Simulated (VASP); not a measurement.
VASP input:

INCAR:
```
# general
SYSTEM  = CuZn
PREC    = Accurate
ENCUT   = 500
LREAL   = F
LASPH   = T

# electronic loop
EDIFF   = 1E-6
NELM    = 100
ALGO    = Normal
LMAXMIX = 4

# smearing
ISMEAR  = 1
SIGMA   = 0.1

# functional
GGA     = PE

# ions
IBRION  = 2
NSW     = 40
ISIF    = 3
EDIFFG  = -0.02
PSTRESS = 200

# output
LWAVE   = F
LCHARG  = F
```

**POSCAR**
```
CuZn
1
    2.8974647049     0.0000000000     0.0000000000
    0.0000000000     2.8974647049     0.0000000000
    0.0000000000     0.0000000000     2.8974647049
Zn Cu
1 1
Direct
  0.5000000000   0.5000000000   0.5000000000
  0.0000000000   0.0000000000   0.0000000000
```

KPOINTS:
```
Automatic mesh
0
Gamma
13 13 13
0 0 0
```

POTCAR, in this order: Zn Cu (PBE.64 set). Program: vasp_std.

Question: Write an equivalent input for Quantum ESPRESSO's pw.x.

Answer: One equivalent input (not run):
```
&CONTROL
  calculation = 'vc-relax'
  pseudo_dir = './pseudo'
  outdir = './out'
  tprnfor = .true.
  tstress = .true.
  nstep = 40
  forc_conv_thr = 0.00078
/
&SYSTEM
  ibrav = 0
  nat = 2
  ntyp = 2
  ecutwfc = 92
  occupations = 'smearing'
  smearing = 'methfessel-paxton'
  degauss = 0.00735
  input_dft = 'pbe'
/
&ELECTRONS
  conv_thr = 7.3e-08
  electron_maxstep = 100
/
&IONS
/
&CELL
  press = 200
/
ATOMIC_SPECIES
  Zn 65.380 Zn.upf
  Cu 63.546 Cu.upf
CELL_PARAMETERS angstrom
     2.8974647    0.0000000    0.0000000
     0.0000000    2.8974647    0.0000000
     0.0000000    0.0000000    2.8974647
ATOMIC_POSITIONS crystal
  Zn   0.5000000  0.5000000  0.5000000
  Cu   0.0000000  0.0000000  0.0000000
K_POINTS automatic
  13 13 13 0 0 0
```
What does not carry over: the potentials are each code's own (VASP's PAW set, PseudoDojo norm-conserving files in pw.x), so ENCUT and ecutwfc are chosen apart and not converted; conv_thr bounds pw.x's estimated SCF error, while EDIFF bounds the energy change between steps; forc_conv_thr acts on force components and is met together with etot_conv_thr.

The compound is CuZn in the CsCl type structure. This run relaxes it under an external pressure of 20 GPa. Symmetry was kept, so distortions that lower it aren't found.
